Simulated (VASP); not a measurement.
Shape and ions are relaxed at each volume.

Input:

```cif
data_F4Mg2
_chemical_formula_sum 'Mg2 F4'
_space_group_name_H-M_alt 'P 1'
_space_group_IT_number 1
_cell_length_a 4.69860
_cell_length_b 4.69860
_cell_length_c 3.10012
_cell_angle_alpha 90.000
_cell_angle_beta 90.000
_cell_angle_gamma 90.000
loop_
_space_group_symop_operation_xyz
  'x, y, z'
loop_
_atom_site_label
_atom_site_type_symbol
_atom_site_fract_x
_atom_site_fract_y
_atom_site_fract_z
_atom_site_occupancy
Mg1 Mg 0.00000 0.00000 0.00000 1
Mg2 Mg 0.50000 0.50000 0.50000 1
F1 F 0.30267 0.30267 0.00000 1
F2 F 0.80267 0.19733 0.50000 1
F3 F 0.19733 0.80267 0.50000 1
F4 F 0.69733 0.69733 0.00000 1
```

Calculation: vdW-DF2, VASP's PBE PAW potentials (set 64) (plane waves; VASP). Run with 520 eV cut-off, 5×5×7 Γ-centred mesh, Gaussian smearing of 0.050 eV, potentials Mg F.

Give the energy at these volumes per atom, relative to the lowest: 10.67, 11.01, 11.35, 11.69, 12.03 Å³.

16.2, 4.4, 0.0, 1.9, 9.0 meV/atom. A third-order Birch-Murnaghan fit gives B0 = 95.4 GPa and B0′ = 4.6.

The compound is MgF2 in the rutile structure. It was relaxed first, which changed the volume by +5 %.
